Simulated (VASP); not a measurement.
A VASP calculation is set up with these files.

File POSCAR:
```
Cl
3.8408330
  0.5832068200  -0.8123237850   0.0000000000
  0.5832068200   0.8123237850   0.0000000000
  0.0000000000   0.0000000000   2.1505751487
Cl
4
Direct
  0.8825970000   0.8836020000   0.8913590000
  0.6192660000   0.6214680000   0.4017870000
  0.3748850000   0.3786860000   0.6078150000
  0.1232530000   0.1162440000   0.0990400000
```

**KPOINTS**
```
K-points
0
Gamma
 5 5 2
```

**INCAR**
```
ALGO = Normal
EDIFF = 1E-6
ENCUT = 300
ISIF = 2
ISMEAR = -1
LASPH = .True.
LCHARG = .False.
LREAL = .False.
LWAVE = .False.
NELM = 100
PREC = Accurate
SIGMA = 0.01
SYSTEM = Cl
```

POTCAR, in this order: Cl (LDA.64 set). Program: vasp_std.

Problem. Translate this LDA calculation to Quantum ESPRESSO's pw.x.

Solution. One equivalent input (not run):
```
&CONTROL
  calculation = 'scf'
  pseudo_dir = './pseudo'
  outdir = './out'
  tprnfor = .true.
  tstress = .true.
/
&SYSTEM
  ibrav = 0
  nat = 4
  ntyp = 1
  ecutwfc = 56
  occupations = 'smearing'
  smearing = 'fermi-dirac'
  degauss = 0.000735
  input_dft = 'pz'
/
&ELECTRONS
  conv_thr = 7.3e-08
  electron_maxstep = 100
/
ATOMIC_SPECIES
  Cl 35.450 Cl.upf
CELL_PARAMETERS angstrom
     2.2400000   -3.1200000    0.0000000
     2.2400000    3.1200000    0.0000000
     0.0000000    0.0000000    8.2600000
ATOMIC_POSITIONS crystal
  Cl   0.8825970  0.8836020  0.8913590
  Cl   0.6192660  0.6214680  0.4017870
  Cl   0.3748850  0.3786860  0.6078150
  Cl   0.1232530  0.1162440  0.0990400
K_POINTS automatic
  5 5 2 0 0 0
```
What does not carry over: the potentials are each code's own (VASP's PAW set, PseudoDojo norm-conserving files in pw.x), so ENCUT and ecutwfc are chosen apart and not converted; conv_thr bounds pw.x's estimated SCF error, while EDIFF bounds the energy change between steps.

The structure is a typed Cl crystal. The cell was not relaxed at this level, atoms are displaced from their ideal sites. The run is one of a series of settings (GGA removed, POTCAR Cl (LDA.64 set) against the base run), some of them coarse on purpose.
